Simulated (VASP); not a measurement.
BN (wurtzite), at 0.96 of the tabulated volume:

```
BN
1.0
    1.25777    -2.17852     0.00000
    1.25777     2.17852     0.00000
    0.00000     0.00000     4.16297
B N
2 2
Direct
  0.66667   0.33333   0.50000
  0.33333   0.66667   0.00000
  0.66667   0.33333   0.87500
  0.33333   0.66667   0.37500
```

The lowest empty band near K, direction c, from PBE with spin-orbit coupling in VASP (PAW); its two spin partners are averaged. The gap over the points computed is 5.15 eV, and the next band on that side lies 8.69 eV away at the edge.

Run with 520 eV cut-off, 11×11×6 Γ-centred mesh, Gaussian smearing of 0.050 eV, potentials B N.

| distance from the edge in k (1/Å) | distance in energy (meV) |
|---|---|
| 0.018 | 4.1 |
| 0.025 | 8.0 |
| 0.035 | 15.6 |
| 0.050 | 31.7 |
| 0.070 | 61.9 |

Fit E(1 + αE) = ħ²k²/2m* (ħ²/2m0 = 3.810 eV Å²) and predict the row at 0.095 1/Å.

The rows don't resolve α, so a parabola serves: the electron mass is m* = 0.301 m0, and so 114.2 meV. The run gave 113.7 meV, -0.5 meV from the fit.

Left out are points under 3 meV from the edge, since the levels carry 0.1 meV, and points farther than half the way to the next band.

The compound is BN in the wurtzite structure, a metastable high-pressure form. The cell was not relaxed at this level.
